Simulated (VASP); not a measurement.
Output of a VASP run:

**OSZICAR**
```
...
DAV:   1    -0.933856952599E+01   -0.48592E-02   -0.14199E-01  1826   0.114E+01    0.469E-01
DAV:   2    -0.933607730915E+01    0.24922E-02   -0.10955E-02  2485   0.170E+00    0.203E-01
DAV:   3    -0.933448753033E+01    0.15898E-02   -0.25390E-03  2542   0.115E+00    0.683E-02
DAV:   4    -0.933444271606E+01    0.44814E-04   -0.29151E-04  2640   0.319E-01    0.464E-02
DAV:   5    -0.933444713000E+01   -0.44139E-05   -0.24369E-05  2823   0.902E-02    0.457E-03
DAV:   6    -0.933444673439E+01    0.39561E-06   -0.11712E-06  1295   0.301E-02
   3 F= -.93344467E+01 E0= -.93354404E+01  d E =-.222680E-01
       N       E                     dE             d eps       ncg     rms          rms(c)
DAV:   1    -0.933449732527E+01   -0.50195E-04   -0.18604E-03  1871   0.132E+00    0.547E-02
DAV:   2    -0.933446387147E+01    0.33454E-04   -0.14099E-04  2452   0.190E-01    0.235E-02
DAV:   3    -0.933444322973E+01    0.20642E-04   -0.33604E-05  2544   0.132E-01    0.772E-03
DAV:   4    -0.933444263096E+01    0.59877E-06   -0.32210E-06  1917   0.368E-02
   4 F= -.93344426E+01 E0= -.93354442E+01  d E =-.222639E-01
       N       E                     dE             d eps       ncg     rms          rms(c)
DAV:   1    -0.933593439178E+01   -0.14912E-02   -0.47797E-02  2511   0.340E+00    0.193E-01
DAV:   2    -0.933521946686E+01    0.71492E-03   -0.15917E-03  2796   0.670E-01    0.945E-02
DAV:   3    -0.933486433449E+01    0.35513E-03   -0.40571E-04  3163   0.310E-01    0.437E-02
DAV:   4    -0.933485880791E+01    0.55266E-05   -0.57276E-05  2827   0.810E-02    0.227E-02
DAV:   5    -0.933485857487E+01    0.23304E-06   -0.12913E-06  1250   0.309E-02
   5 F= -.93348586E+01 E0= -.93357597E+01  d E =-.415944E-03
       N       E                     dE             d eps       ncg     rms          rms(c)
DAV:   1    -0.933498232254E+01   -0.12351E-03   -0.44583E-03  2511   0.104E+00    0.580E-02
DAV:   2    -0.933491641825E+01    0.65904E-04   -0.14669E-04  2798   0.205E-01    0.290E-02
DAV:   3    -0.933488431180E+01    0.32106E-04   -0.37707E-05  3150   0.930E-02    0.139E-02
DAV:   4    -0.933488379869E+01    0.51311E-06   -0.45028E-06  1748   0.242E-02
   6 F= -.93348838E+01 E0= -.93357469E+01  d E =-.441168E-03
       N       E                     dE             d eps       ncg     rms          rms(c)
DAV:   1    -0.933488520475E+01   -0.89295E-06   -0.69942E-05  2546   0.132E-01    0.748E-03
DAV:   2    -0.933488408588E+01    0.11189E-05   -0.11814E-06  1008   0.250E-02    0.387E-03
DAV:   3    -0.933488359260E+01    0.49328E-06   -0.64403E-07   992   0.277E-02
   7 F= -.93348836E+01 E0= -.93357415E+01  d E =-.440962E-03
       N       E                     dE             d eps       ncg     rms          rms(c)
DAV:   1    -0.933488388741E+01    0.19847E-06   -0.30641E-05  2586   0.939E-02    0.465E-03
DAV:   2    -0.933488337675E+01    0.51066E-06   -0.65782E-07   957   0.163E-02
   8 F= -.93348834E+01 E0= -.93357383E+01  d E =-.440746E-03
       N       E                     dE             d eps       ncg     rms          rms(c)
DAV:   1    -0.933488418079E+01   -0.29338E-06   -0.12954E-04  2521   0.182E-01    0.963E-03
DAV:   2    -0.933488202378E+01    0.21570E-05   -0.35814E-06  1808   0.341E-02    0.530E-03
DAV:   3    -0.933488102479E+01    0.99899E-06   -0.93263E-07  1032   0.238E-02
   9 F= -.93348810E+01 E0= -.93357284E+01  d E =-.438394E-03
```

File OUTCAR:
```
------------------------ aborting loop because EDIFF is reached ----------------------------------------
  FORCE on cell =-STRESS in cart. coord.  units (eV):
  Direction    XX          YY          ZZ          XY          YZ          ZX
  --------------------------------------------------------------------------------------
  Total       -0.0173482     -0.0173482     -0.0156256      0.0000000      0.0000000     -0.0000000
  in kB       -0.4949655     -0.4949655     -0.4458162      0.0000000      0.0000000     -0.0000000
  external PRESSURE =      -0.4785824 kB  Pullay stress =       0.0000000 kB
  volume of cell :       56.16
      direct lattice vectors                 reciprocal lattice vectors
     1.732683681 -3.001096253  0.000000000     0.288569694 -0.166605786 -0.000000000
     1.732683681  3.001096253  0.000000000     0.288569694  0.166605786  0.000000000
    -0.000000000 -0.000000000  5.399598896    -0.000000000  0.000000000  0.185198942
 POSITION                                       TOTAL-FORCE (eV/Angst)
 -----------------------------------------------------------------------------------
      1.73268      1.00037      1.34990        -0.000000      0.000000      0.000000
      1.73268     -1.00037      4.04970         0.000000     -0.000000      0.000000
 -----------------------------------------------------------------------------------
    total drift:                                0.000001      0.000067     -0.000012
  FREE ENERGIE OF THE ION-ELECTRON SYSTEM (eV)
  ---------------------------------------------------
  free  energy   TOTEN  =        -9.3348810248 eV

  energy  without entropy=       -9.3374232759  energy(sigma->0) =       -9.33572844

 reached required accuracy - stopping structural energy minimisation
```
(Selected blocks of OUTCAR.)

**POSCAR**
```
Lu
1
    1.7500000000    -3.0310890000     0.0000000000
    1.7500000000     3.0310890000     0.0000000000
    0.0000000000     0.0000000000     5.5500000000
Lu
2
Direct
  0.3333330000   0.6666670000   0.2500000000
  0.6666670000   0.3333330000   0.7500000000
```

Question: Write an INCAR and KPOINTS that could have produced this output.

Answer: Several could match; the one computed here: the input of the run itself, AM05 GGA, plane waves, VASP's PBE PAW potentials (set 64).

### KPOINTS
```
Automatic mesh
0
Gamma
11 11 6
0 0 0
```

INCAR:
```
# general
SYSTEM   =  Lu
PREC     =  Accurate
ENCUT    =  520
LREAL    =  .FALSE.   # projection in real space or not
LASPH    =  .TRUE.

# electronic loop
EDIFF    =  1E-6   # SCF stop (eV)
NELM     =  100   # most electronic steps
ALGO     =  Normal   # blocked Davidson
LMAXMIX  =  6   # l cut-off of mixed one-centre charges

# smearing
ISMEAR   =  1   # Methfessel-Paxton
SIGMA    =  0.1   # width (eV)

# functional
GGA      =  AM   # AM05

# ions
IBRION   =  2   # conjugate gradients
NSW      =  60
ISIF     =  3   # ions, shape and volume
EDIFFG   =  -0.01   # ionic stop

# output
LWAVE    =  .FALSE.
LCHARG   =  .FALSE.
```

POTCAR, in this order: Lu_3 (PBE.64 set). Program: vasp_std.

Energy and stress use the plane-wave basis of the starting cell.

The compound is Lu in the hcp structure. This run relaxes it. Symmetry was kept, so distortions that lower it aren't found.
